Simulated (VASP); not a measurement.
Calculation: HSE06 screened hybrid, VASP's PBE PAW potentials (set 64) (plane waves; VASP).

Input for VASP

**INCAR**
```
AEXX  =  0.25
ALGO  =  Normal
EDIFF  =  1E-6
ENCUT  =  400
GGA  =  PE
HFSCREEN  =  0.2
ISIF  =  2
ISMEAR  =  0
ISYM  =  3
LASPH  =  T
LCHARG  =  F
LHFCALC  =  T
LREAL  =  F
LWAVE  =  F
NELM  =  100
PREC  =  Accurate
PRECFOCK  =  Fast
SIGMA  =  0.01
SYSTEM  =  BN
```

POSCAR:
```
BN
1
    0.0000000000     1.8130000000     1.8130000000
    1.8130000000     0.0000000000     1.8130000000
    1.8130000000     1.8130000000     0.0000000000
B N
1 1
Direct
 -0.0255270000   0.0285830000  -0.0128350000
  0.7755270000   0.7214170000   0.7628350000
```

File KPOINTS:
```
K-points
0
Gamma
  9 9 9
0 0 0
```

POTCAR, in this order: B N (PBE.64 set). Program: vasp_std.

At this cut-off the stress carries a Pulay error, which pulls relaxed volumes low.

Problem. Predict the energy per atom (σ→0), pressure.

Solution. 
```json
{
 "energy per atom (σ→0)": "-10.029 eV/atom",
 "pressure": "-8.81 GPa"
}
```

OSZICAR:
```
...
DAV:   9    -0.200598659515E+02    0.94518E-02   -0.19902E-02  7776   0.106E+00    0.845E-01
DAV:  10    -0.200584711407E+02    0.13948E-02   -0.32245E-03  8336   0.463E-01    0.473E-01
DAV:  11    -0.200579669919E+02    0.50415E-03   -0.47084E-04  7976   0.200E-01    0.279E-01
DAV:  12    -0.200578415965E+02    0.12540E-03   -0.18716E-04  7640   0.127E-01    0.167E-01
DAV:  13    -0.200578196686E+02    0.21928E-04   -0.43125E-05  6896   0.668E-02    0.997E-02
DAV:  14    -0.200578169639E+02    0.27048E-05   -0.11948E-05  6376   0.382E-02    0.589E-02
DAV:  15    -0.200578178165E+02   -0.85267E-06   -0.42999E-06  6512   0.239E-02
   1 F= -.20057818E+02 E0= -.20057818E+02  d E =-.233197E-42
```

The structure comes from a computed database's BN entry; how it stands against other phases isn't given here. The cell was not relaxed at this level, atoms are displaced from their ideal sites.
